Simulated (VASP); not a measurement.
```yaml
crystal:
  lattice:
    - [0.00000, 2.26619, 2.26619]
    - [2.26619, 0.00000, 2.26619]
    - [2.26619, 2.26619, 0.00000]
  atoms:
    - { symbol: Ti, position: [0.00000, 0.00000, 0.00000] }
    - { symbol: B, position: [0.50000, 0.50000, 0.50000] }
```

These are PBE GGA, VASP's PBE PAW potentials (set 64) (plane waves; VASP) values and carry that method's errors. Run with 520 eV cut-off, 16×16×16 Γ-centred mesh, tetrahedra with Blöchl corrections, potentials Ti_sv B.

**Question.** What does the run give for the energy per atom (σ→0), band gap (on the k-mesh) with the smallest direct gap where there is one?

**Answer.** 
| Item | Value |
|---|---|
| band gap (on the k-mesh) | none (metal, semimetal or under 0.01 eV) |
| energy per atom (σ→0) | -7.589 eV/atom |

The structure was generated: TiB was put into the rock salt type (Fm-3m), which need not be its known phase. It was relaxed first, which changed the volume by -36 %. The electron count is odd and the run is not spin-polarised, which forces a metal.
